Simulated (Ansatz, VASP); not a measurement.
## One calculation of HfZr2Se6, two programs

The input INCAR:

```
SYSTEM = HfZr2Se6
ALGO     = Normal         ! electronic algorithm
EDIFF    = 1E-6           ! SCF threshold, eV
ENCUT    = 520            ! plane-wave cutoff, eV
GGA      = PE             ! functional
ISIF     = 2              ! what is computed and relaxed
ISMEAR   = 0              ! smearing method
LASPH    = .TRUE.         ! aspherical terms in the spheres
LCHARG   = .FALSE.        ! write CHGCAR
LREAL    = .FALSE.        ! projectors in reciprocal space
LWAVE    = .FALSE.        ! write WAVECAR
NBANDS   = 45             ! bands
NELM     = 80             ! most SCF steps
PREC     = Accurate       ! precision mode
SIGMA    = 0.1            ! smearing width, eV
```

The input KPOINTS:

```
k-points
0
G
  6 6 1
  0 0 0
```

The input POSCAR:

```
HfZr2Se6
1.0
    3.7897183000      0.0000000000      0.0000000000
   -1.8948591000      3.2819923000      0.0000000000
    0.0000000000      0.0000000000     20.8159916000
Zr Hf Se
2 1 6
Direct
    0.0000000000      0.0000000000      0.8344340000
    0.0000000000      0.0000000000      0.1655660000
    0.0000000000      0.0000000000      0.5000000000
    0.3333333000      0.6666667000      0.9106720000
    0.3333333000      0.6666667000      0.2418020000
    0.3333333000      0.6666667000      0.5753470000
    0.6666667000      0.3333333000      0.0893280000
    0.6666667000      0.3333333000      0.4246530000
    0.6666667000      0.3333333000      0.7581980000
```

Input for Ansatz:

```yaml
crystal:
  lattice:
    - [3.7897183, 0.0, 0.0]
    - [-1.8948591, 3.2819923, 0.0]
    - [0.0, 0.0, 20.8159916]
  atoms:
    - { symbol: Zr, position: [0.0, 0.0, 0.834434] }
    - { symbol: Zr, position: [0.0, 0.0, 0.165566] }
    - { symbol: Hf, position: [0.0, 0.0, 0.5] }
    - { symbol: Se, position: [0.3333333, 0.6666667, 0.910672] }
    - { symbol: Se, position: [0.3333333, 0.6666667, 0.241802] }
    - { symbol: Se, position: [0.3333333, 0.6666667, 0.575347] }
    - { symbol: Se, position: [0.6666667, 0.3333333, 0.089328] }
    - { symbol: Se, position: [0.6666667, 0.3333333, 0.424653] }
    - { symbol: Se, position: [0.6666667, 0.3333333, 0.758198] }
basis:
  ecutwfc: 420
kpoints:
  mp_grid: { grid: [6, 6, 1] }
hamiltonian:
  xc: pbe
scf:
  occupations: { method: gaussian, width: 0.1 }
  lower_state_search: "off"
output:
  forces: true
  stress: true
  eigenvalues: true
```

Alike in both runs: task single point; functional PBE; k mesh 6 × 6 × 1; occupations gaussian, width 0.1 eV; no spin polarisation.

|  | VASP | Ansatz |
| --- | --- | --- |
| version | VASP 6.6.1 | Ansatz 0.2.0 |
| potentials or method | VASP PAW PBE potentials, release 64 (Zr_sv, Hf_pv, Se) | scalar-relativistic, plane waves, PAW |
| plane-wave cutoff (eV) | 520 | 420 |
| valence electrons in the cell | 70 | 146 |

Ansatz gave:

```
gap on the k mesh at the Fermi level (eV)       : 0.42
least direct gap on the mesh (eV)               : 1.10
pressure (GPa)                                  : 0.1
largest component of the traceless stress (GPa) : 0.18
rms of the force components (eV/Å)              : 0.007
```

Question: Estimate VASP's values.

Answer: gap on the k mesh at the Fermi level (eV): 0.42; least direct gap on the mesh (eV): 1.09; pressure (GPa): 0.1; largest component of the traceless stress (GPa): 0.17; rms of the force components (eV/Å): 0.015.

Atom by atom the forces differ by 0.014 eV/Å (rms over components). With one functional, cell and mesh, what is left measures potentials, basis and numerics. The two sets of potentials don't hold the same shells in valence.

Caveats: spin-orbit coupling is left out, which moves the levels of the heavy elements; an odd mesh through Γ misses points on the zone boundary, where band edges often lie; this functional lacks dispersion, which binds the layers, so the pressure and a relaxed spacing across them are unreliable.
